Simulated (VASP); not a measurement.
Here is a VASP 6.6.1 calculation.

The input INCAR:

```
SYSTEM = SbPd
PREC     = Accurate       ! precision mode
ENCUT    = 520            ! plane-wave cutoff, eV
EDIFF    = 1E-6           ! SCF threshold, eV
ISMEAR   = 0              ! smearing method
SIGMA    = 0.1            ! smearing width, eV
LREAL    = .False.        ! projectors in reciprocal space
LASPH    = .True.         ! aspherical terms in the spheres
NELM     = 100            ! most SCF steps
ALGO     = Normal         ! electronic algorithm
ISIF     = 2              ! what is computed and relaxed
LWAVE    = .False.        ! write WAVECAR
LCHARG   = .False.        ! write CHGCAR
LDIPOL   = .True.       
IDIPOL   = 3            
DIPOL    = 0.5 0.5 0.500
GGA      = PE             ! functional
NBANDS   = 14             ! bands
```

The input KPOINTS:

```
Automatic mesh
0
Gamma
  4 4 1
  0 0 0
```

The input POSCAR:

```
SbPd
1.0
    4.4189270000      0.0000000000      0.0000000000
    0.0000000000      4.4189270000      0.0000000000
    0.0000000000      0.0000000000     14.0000000000
Sb Pd
1 1
Direct
    0.0000000000      0.0000000000      0.5000000000
    0.5000000000      0.5000000000      0.5000000000
```

Potentials or basis: VASP PAW PBE potentials, release 64 (Sb, Pd).

The run is started by

```console
$ cat potpaw_PBE.64/Sb/POTCAR potpaw_PBE.64/Pd/POTCAR > POTCAR
$ mpirun -np 1 vasp_std > vasp.out
```

**Question.** Estimate the band gap on the k mesh.

**Answer.** None (metal or under the smearing width).

The run has no spin-orbit coupling, so splittings on Sb are missing.
